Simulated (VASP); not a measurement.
## AlN: exact exchange and RPA correlation

Aim: total energies of AlN from exact exchange and RPA correlation, beside cheaper functionals. The scan starts from a database cell, scaled to the smallest volume of the series. The cell is of the wurtzite type, one of the forms listed for this formula. The start is a cell from a database of measured crystal structures.

Main program and level: VASP 6.6.1; LDA; plane waves and PAW (Al_GW, N_GW), in the first sound run; inputs show where later runs differ.

The database entry behind the starting cell differs from later determinations by our own check (inner coordinate u about 0.002 short), so it need not match the best structure at ambient conditions.

### Step 1. The structure

The structure is hexagonal, space group P6_3mc (No. 186). Conventional cell: a = 3.028 Å, b = 3.028 Å, c = 4.844 Å, α = 90.00°, β = 90.00°, γ = 120.00°. Nearest to Al lie 4 N at 1.84 Å. Nearest to N lie 4 Al at 1.84 Å. Farther neighbours and most contacts between anions are not listed.

As a file:

```
Al N
1.0
     3.02767    0.00000    0.00000
    -1.51383    2.62204    0.00000
     0.00000    0.00000    4.84446
Al N
2 2
Direct
  0.66667 0.33333 0.50000
  0.33333 0.66667 0.00000
  0.66667 0.33333 0.88000
  0.33333 0.66667 0.38000
```

### Step 2. Orbitals, volume ratio 0.92

RPA gives no stress here, so the energy is scanned over volumes, at one cutoff and mesh. Volumes are given as ratios to a reference cell, and this first cell is that cell scaled to 0.92. Each point starts from LDA orbitals, tightly converged.

Input file INCAR:

```
SYSTEM = AlN
PREC = Accurate
ENCUT = 570
EDIFF = 1E-08
NELM = 100
ISMEAR = 0
SIGMA = 0.05
LREAL = .FALSE.
ALGO = Normal
GGA = CA
NBANDS = 14
LORBIT = 11
LWAVE = .TRUE.
LCHARG = .FALSE.
KPAR = 4
```

Input file POSCAR:

```
AlN
1.0
    3.0276690160      0.0000000000      0.0000000000
   -1.5138345080      2.6220382821      0.0000000000
    0.0000000000      0.0000000000      4.8444649434
Al N
2 2
Direct
    0.6666666667      0.3333333333      0.5000000000
    0.3333333333      0.6666666667      0.0000000000
    0.6666666667      0.3333333333      0.8800000000
    0.3333333333      0.6666666667      0.3800000000
```

Input file KPOINTS:

```
Automatic mesh
0
Gamma
6 6 4
0 0 0
```

PAW data sets: Al_GW and N_GW (LDA family, release 64).

Run with:

```bash
$ mpirun -np 4 vasp_std
```

Log:

```text
[banner, memory and clock lines left out]
running    4 mpi-ranks, on    1 nodes
 distrk:  each k-point on    1 cores,    4 groups
 distr:  one band on    1 cores,    1 groups

 POSCAR found type information on POSCAR AlN
 POSCAR found :  2 types and       4 ions
 LDA part: xc-table for (Slater(with rela. corr.)+CA(PZ))
 , standard interpolation
 POSCAR, INCAR and KPOINTS ok, starting setup
 FFT: planning ... GRIDC
 FFT: planning ... GRID_SOFT
 FFT: planning ... GRID
 WAVECAR not read
 entering main loop
       N       E                     dE             d eps       ncg     rms          rms(c)
DAV:   1     0.685376797385E+02    0.68538E+02   -0.79380E+03   588   0.112E+03
DAV:   2    -0.326043781426E+02   -0.10114E+03   -0.88979E+02   840   0.325E+02
DAV:   3    -0.380458362214E+02   -0.54415E+01   -0.53891E+01   804   0.608E+01
DAV:   4    -0.381364459029E+02   -0.90610E-01   -0.90535E-01   714   0.103E+01
DAV:   5    -0.381394350119E+02   -0.29891E-02   -0.29885E-02   822   0.158E+00    0.127E+01
DAV:   6    -0.329373388710E+02    0.52021E+01   -0.13896E+01   954   0.399E+01    0.301E+00
DAV:   7    -0.328636280947E+02    0.73711E-01   -0.75682E-01   702   0.556E+00    0.207E+00
DAV:   8    -0.328115113951E+02    0.52117E-01   -0.13744E-01   732   0.591E+00    0.613E-01
DAV:   9    -0.328041303685E+02    0.73810E-02   -0.36505E-02   984   0.217E+00    0.112E-01
DAV:  10    -0.328040563064E+02    0.74062E-04   -0.10723E-03   750   0.316E-01    0.634E-02
DAV:  11    -0.328040082936E+02    0.48013E-04   -0.21516E-04   984   0.173E-01    0.732E-03
DAV:  12    -0.328040082093E+02    0.84330E-07   -0.14090E-06   750   0.111E-02    0.552E-03
DAV:  13    -0.328040075652E+02    0.64407E-06   -0.23151E-06   990   0.170E-02    0.233E-04
DAV:  14    -0.328040075535E+02    0.11722E-07   -0.45424E-08   732   0.196E-03    0.210E-04
DAV:  15    -0.328040075482E+02    0.53425E-08   -0.47438E-09   582   0.798E-04
   1 F= -.32804008E+02 E0= -.32804008E+02  d E =-.132227E-10
 writing wavefunctions
```

Wall time 4 s (4 MPI ranks of Intel Xeon Platinum 8259CL at 2.50GHz (Skylake/Cascade Lake), shared host); peak memory 0.55 GiB; 14 s of CPU time.

The logs omit lines about the potential files and the build; timing stands in the text.

OUTCAR, selected parts (step 2):

```text
ion  position               nearest neighbor table
   1  0.667  0.333  0.500-   3 1.84   4 1.84   4 1.84   4 1.84
   2  0.333  0.667  0.000-   4 1.84   3 1.84   3 1.84   3 1.84
   3  0.667  0.333  0.880-   1 1.84   2 1.84   2 1.84   2 1.84
   4  0.333  0.667  0.380-   2 1.84   1 1.84   1 1.84   1 1.84

  LATTYP: Found a hexagonal cell.
 ALAT       =     3.0276690160
 C/A-ratio  =     1.6000642467

 Subroutine GETGRP returns: Found 12 space group operations
 (whereof  6 operations were pure point group operations)

The static configuration has the point symmetry C_3v.
 The point group associated with its full space group is C_6v.

 Found     21 irreducible k-points:

   k-points           NKPTS =     21   k-points in BZ     NKDIM =     21   number of bands    NBANDS=     14

   dimension x,y,z NGX =    24 NGY =   24 NGZ =   40
   dimension x,y,z NGXF=    48 NGYF=   48 NGZF=   80

   ENCUT  =  570.0 eV  41.89 Ry    6.47 a.u.   5.89  5.89  9.43*2*pi/ulx,y,z

   NELECT =      16.0000    total number of electrons

 k-points in reciprocal lattice and weights: Automatic mesh
   0.00000000  0.00000000  0.00000000       0.007
   0.16666667 -0.00000000  0.00000000       0.042
   0.33333333  0.00000000  0.00000000       0.042
   0.50000000 -0.00000000  0.00000000       0.021
   0.16666667  0.16666667  0.00000000       0.042
   0.33333333  0.16666667  0.00000000       0.083
   0.33333333  0.33333333  0.00000000       0.014
   0.00000000  0.00000000  0.25000000       0.014
   0.16666667 -0.00000000  0.25000000       0.083
[...]
0.33333333  0.16666667  0.50000000       0.083
   0.33333333  0.33333333  0.50000000       0.014

 average (electrostatic) potential at core
       1 -51.1668       2 -51.1668       3 -62.0647       4 -62.0647

 E-fermi :   5.9465

 k-point     1 :       0.0000    0.0000    0.0000
  band No.  band energies     occupation
    ...
      4       4.8691      2.00000
      5       4.8691      2.00000
      6       5.5449      2.00000
      7       5.5449      2.00000
      8       5.7433      2.00000
      9      10.7425      0.00000
     10      13.0261      0.00000
     11      16.9064      0.00000
     12      17.3081      0.00000
     13      17.3081      0.00000
    ...

 k-point     2 :       0.1667   -0.0000    0.0000
  band No.  band energies     occupation
    ...
      4       3.3660      2.00000
      5       4.2531      2.00000
      6       4.4416      2.00000
      7       5.4717      2.00000
      8       5.5648      2.00000
      9      11.9344      0.00000
     10      14.0315      0.00000
     11      15.1920      0.00000
     12      15.9866      0.00000
     13      18.3594      0.00000
    ...

 k-point     3 :       0.3333    0.0000    0.0000
  band No.  band energies     occupation
    ...
      4       1.0307      2.00000
      5       2.3085      2.00000
      6       3.8096      2.00000
      7       4.8166      2.00000
      8       5.2038      2.00000
      9      12.2397      0.00000
     10      12.5625      0.00000
     11      14.3483      0.00000
     12      16.6018      0.00000
     13      17.4629      0.00000
    ...

  Total        3.4363014      3.4363014      3.6984207      0.0000000      0.0000000      0.0000000
  in kB      143.1556802    143.1556802    154.0755230      0.0000000      0.0000000      0.0000000
  external PRESSURE =     146.7956278 kB  Pullay stress =       0.0000000 kB

  energy-cutoff  :      570.00
  volume of cell :       38.46
      direct lattice vectors                 reciprocal lattice vectors
     3.027669016  0.000000000  0.000000000     0.330287094  0.190691342  0.000000000
    -1.513834508  2.622038282  0.000000000     0.000000000  0.381382685  0.000000000
     0.000000000  0.000000000  4.844464943     0.000000000  0.000000000  0.206421145

 POSITION                                       TOTAL-FORCE (eV/Angst)
 -----------------------------------------------------------------------------------
      1.51383      0.87401      2.42223        -0.000000     -0.000000     -0.188194
     -0.00000      1.74803      0.00000         0.000000      0.000000     -0.188194
      1.51383      0.87401      4.26313        -0.000000     -0.000000      0.188194
     -0.00000      1.74803      1.84090         0.000000      0.000000      0.188194
 -----------------------------------------------------------------------------------
    total drift:                               -0.000000     -0.000000      0.001680

  FREE ENERGIE OF THE ION-ELECTRON SYSTEM (eV)
  ---------------------------------------------------
  free  energy   TOTEN  =       -32.8040075482 eV

  energy  without entropy=      -32.8040075482  energy(sigma->0) =      -32.80400755

 total charge
# of ion       s       p       d       tot
------------------------------------------
    1        0.459   0.621   0.262   1.341
    2        0.459   0.621   0.262   1.341
    3        1.182   2.620   0.000   3.802
    4        1.182   2.620   0.000   3.802
--------------------------------------------------
tot          3.282   6.481   0.523  10.287

[... 3 further parts left out ...]
```

The gap is read on the k-mesh alone, so it is an upper bound where the band edges lie off the mesh.

A gap read on the k-mesh alone can miss the band edges.

This step gave:

- free energy (TOTEN): -32.80 eV
- Fermi energy: 5.947 eV
- pressure: 14.68 GPa
- gap on the k-mesh: 4.935 eV
- least direct gap on the k-mesh: 4.999 eV

### Step 3. Exact exchange, volume ratio 0.92

This step: Hartree-Fock energy on LDA orbitals; plane waves and PAW (Al_GW, N_GW) (VASP 6.6.1).

The Hartree-Fock energy is evaluated once on these orbitals (ALGO = Eigenval, NELM = 1), without letting them relax. It uses the mesh of the correlation step, and the total energy is their sum.

Input file INCAR:

```
SYSTEM = AlN
PREC = Accurate
ENCUT = 570
ISMEAR = 0
SIGMA = 0.05
LREAL = .FALSE.
GGA = CA
NBANDS = 14
ALGO = Eigenval
NELM = 1
LHFCALC = .TRUE.
AEXX = 1
ALDAC = 0
AGGAC = 0
PRECFOCK = Normal
LWAVE = .FALSE.
LCHARG = .FALSE.
```

POSCAR is that of step 2.

KPOINTS is that of step 2.

The run starts from files that an earlier step left in the folder.

Run with:

```bash
$ mpirun -np 4 vasp_std
```

Log:

```text
[banner, memory and clock lines left out]
running    4 mpi-ranks, on    1 nodes
 distrk:  each k-point on    4 cores,    1 groups
 distr:  one band on    1 cores,    4 groups

 POSCAR found type information on POSCAR AlN
 POSCAR found :  2 types and       4 ions
 LDA part: xc-table for (Slater(with rela. corr.)+CA(PZ))
 , standard interpolation
|                                                                             |
|           W    W    AA    RRRRR   N    N  II  N    N   GGGG   !!!           |
|           W    W   A  A   R    R  NN   N  II  NN   N  G    G  !!!           |
|           W    W  A    A  R    R  N N  N  II  N N  N  G       !!!           |
|           W WW W  AAAAAA  RRRRR   N  N N  II  N  N N  G  GGG   !            |
|           WW  WW  A    A  R   R   N   NN  II  N   NN  G    G                |
|           W    W  A    A  R    R  N    N  II  N    N   GGGG   !!!           |
|                                                                             |
|     The number of bands has been changed from the values supplied in        |
|     The orbitals not found in the WAVECAR file will be initialized with     |
|     random numbers, which is usually adequate. For correlated               |
|     calculations, however, you should redo the groundstate calculation.     |
|     I found NBANDS = 14. Now, NBANDS = 16.                                  |
|                                                                             |

 found WAVECAR, reading the header
  number of bands has changed, file:    14 present:    16
  trying to continue reading WAVECAR, but it might fail
 POSCAR, INCAR and KPOINTS ok, starting setup
 FFT: planning ... GRIDC
 FFT: planning ... GRID_SOFT
 FFT: planning ... GRID
 reading WAVECAR
 random initialization beyond band           14
 the WAVECAR file was read successfully
 initial charge from wavefunction
 entering main loop
       N       E                     dE             d eps       ncg     rms          rms(c)
EIG:   1    -0.512666099452E+02   -0.51267E+02    0.00000E+00     0   0.000E+00
   1 F= -.51266610E+02 E0= -.51266610E+02  d E =-.415015E-21
```

It took 73 s on 4 MPI ranks; peak memory 0.51 GiB.

OUTCAR, selected parts (step 3):

```text
 Found     21 irreducible k-points:

   k-points           NKPTS =     21   k-points in BZ     NKDIM =    144   number of bands    NBANDS=     16

   NELECT =      16.0000    total number of electrons

  exchange ACFDT corr.  =         0.00000000  see jH, gK, PRB 81, 115126

 E-fermi :   6.0623

 k-point     1 :       0.0000    0.0000    0.0000
  band No.  band energies     occupation
    ...
      4       0.6545      2.00000
      5       0.6545      2.00000
      6       1.5840      2.00000
      7       1.5840      2.00000
      8       1.8670      2.00000
      9      15.8244      0.00000
     10      18.8108      0.00000
     11      24.2589      0.00000
     12      23.8567      0.00000
     13      23.8567      0.00000
    ...

 k-point     2 :       0.1667   -0.0000    0.0000
  band No.  band energies     occupation
    ...
      4      -1.1843      2.00000
      5       0.0130      2.00000
      6       0.1076      2.00000
      7       1.4754      2.00000
      8       1.6250      2.00000
      9      17.2846      0.00000
     10      20.0554      0.00000
     11      21.6086      0.00000
     12      22.4812      0.00000
     13      25.2490      0.00000
    ...

 POSITION                                       TOTAL-FORCE (eV/Angst)
 -----------------------------------------------------------------------------------
      1.51383      0.87401      2.42223        -0.000000     -0.000000     -0.230413
     -0.00000      1.74803      0.00000         0.000000     -0.000000     -0.230413
      1.51383      0.87401      4.26313        -0.000000     -0.000000      0.230413
     -0.00000      1.74803      1.84090         0.000000      0.000000      0.230413
 -----------------------------------------------------------------------------------
    total drift:                               -0.000000     -0.000000     -0.043379

  FREE ENERGIE OF THE ION-ELECTRON SYSTEM (eV)
  ---------------------------------------------------
  free  energy   TOTEN  =       -51.2666099452 eV

  energy  without entropy=      -51.2666099452  energy(sigma->0) =      -51.26660995

[... 8 parts as in an earlier step ...]

[... 5 further parts left out ...]
```

This step gave:

| Property | Result |
| --- | --- |
| free energy (TOTEN) | -51.2666 eV |

The Hartree-Fock energy on these orbitals is -12.8167 eV an atom.

### Step 4. Empty bands, volume ratio 0.92

This step: LDA; plane waves and PAW (Al_GW, N_GW) (VASP 6.6.1).

ALGO = Exact makes the empty bands from the converged ground state in one step. LOPTICS writes the k-derivatives of the orbitals (WAVEDER), which give the long-wavelength limit of the screening.

Input file INCAR:

```
SYSTEM = AlN
PREC = Accurate
ENCUT = 570
ISMEAR = 0
SIGMA = 0.05
LREAL = .FALSE.
GGA = CA
NBANDS = 1200
ALGO = Exact
NELM = 1
LWAVE = .TRUE.
LCHARG = .FALSE.
LOPTICS = .TRUE.
NEDOS = 1000
CSHIFT = 0.1
```

POSCAR is that of step 3.

KPOINTS is that of step 3.

Run with:

```bash
$ mpirun -np 4 vasp_std
```

Log:

```text
[banner, memory and clock lines left out]
running    4 mpi-ranks, on    1 nodes
 distrk:  each k-point on    4 cores,    1 groups
 distr:  one band on    1 cores,    4 groups

 POSCAR found type information on POSCAR AlN
 POSCAR found :  2 types and       4 ions
 LDA part: xc-table for (Slater(with rela. corr.)+CA(PZ))
 , standard interpolation
 found WAVECAR, reading the header
  number of bands has changed, file:    14 present:  1200
  trying to continue reading WAVECAR, but it might fail
 POSCAR, INCAR and KPOINTS ok, starting setup
 FFT: planning ... GRIDC
 FFT: planning ... GRID_SOFT
 FFT: planning ... GRID
 reading WAVECAR
 random initialization beyond band           14
 the WAVECAR file was read successfully
 initial charge from wavefunction
 entering main loop
       N       E                     dE             d eps       ncg     rms          rms(c)
DIA:   1    -0.328040075484E+02   -0.32804E+02    0.00000E+00     0   0.000E+00
   1 F= -.32804008E+02 E0= -.32804008E+02  d E =-.142750E-13
 writing wavefunctions
 optical routines
 imaginary and real dielectric function
 recalculating local potential from charge density
 direction            1
 direction            2
 direction            3
```

Wall time 36 s (4 MPI ranks); peak memory 1.7 GiB.

OUTCAR, selected parts (step 4):

```text
 Found     21 irreducible k-points:

   k-points           NKPTS =     21   k-points in BZ     NKDIM =     21   number of bands    NBANDS=   1200

   NELECT =      16.0000    total number of electrons

 E-fermi :   5.9849

 k-point     2 :       0.1667   -0.0000    0.0000
  band No.  band energies     occupation
    ...
      4       3.3660      2.00000
      5       4.2531      2.00000
      6       4.4416      2.00000
      7       5.4718      2.00000
      8       5.5648      2.00000
      9      11.9344      0.00000
     10      14.0315      0.00000
     11      15.1920      0.00000
     12      15.9866      0.00000
     13      18.3594      0.00000
    ...

 k-point     4 :       0.5000   -0.0000    0.0000
  band No.  band energies     occupation
    ...
      4       1.3780      2.00000
      5       2.1799      2.00000
      6       3.5480      2.00000
      7       3.8216      2.00000
      8       5.0569      2.00000
      9      11.6067      0.00000
     10      11.6988      0.00000
     11      14.5787      0.00000
     12      16.5126      0.00000
     13      16.9599      0.00000
    ...

  Total        3.4361010      3.4361010      3.6982368      0.0000000      0.0000000     -0.0000000
  in kB      143.1473322    143.1473322    154.0678616      0.0000000      0.0000000     -0.0000000
  external PRESSURE =     146.7875087 kB  Pullay stress =       0.0000000 kB

 POSITION                                       TOTAL-FORCE (eV/Angst)
 -----------------------------------------------------------------------------------
      1.51383      0.87401      2.42223         0.000000     -0.000000     -0.188196
     -0.00000      1.74803      0.00000         0.000000      0.000000     -0.188196
      1.51383      0.87401      4.26313         0.000000      0.000000      0.188196
     -0.00000      1.74803      1.84090        -0.000000      0.000000      0.188196
 -----------------------------------------------------------------------------------
    total drift:                               -0.000000     -0.000000      0.001679

  FREE ENERGIE OF THE ION-ELECTRON SYSTEM (eV)
  ---------------------------------------------------
  free  energy   TOTEN  =       -32.8040075484 eV

  energy  without entropy=      -32.8040075484  energy(sigma->0) =      -32.80400755

 plasma frequency squared (from intraband transitions) (eV^2)
  --------------------------------------------------------------------------------------
       0.000       0.000       0.000
       0.000       0.000       0.000
       0.000       0.000       0.000

[... 11 parts as in an earlier step ...]

[... 2 further parts left out ...]
```

WAVECAR now holds 1200 bands for 16 electrons. Its independent-particle dielectric tensor has xx, yy, zz = 4.6, 4.6, 4.7 on this mesh, which isn't tested for convergence in mesh or bands and lacks local fields.

(Part 1 of 7 ends here.)

[Lines on the potential files, build, host, timing and source positions are cut from VASP's logs without a mark.]

[Logs are printed without paths, hosts, clocks, repeated set-up lines and the standing remarks that a program may print on its own settings, such as how far it seeks lower states.]

[Hosts, paths, dates, database ids (printed as entryN), source tags and the programs' standing remarks are cut or masked in the printed files.]

[Pressures printed for these runs are not shown converged in the cutoff: they can be off by several GPa and have the wrong sign.]
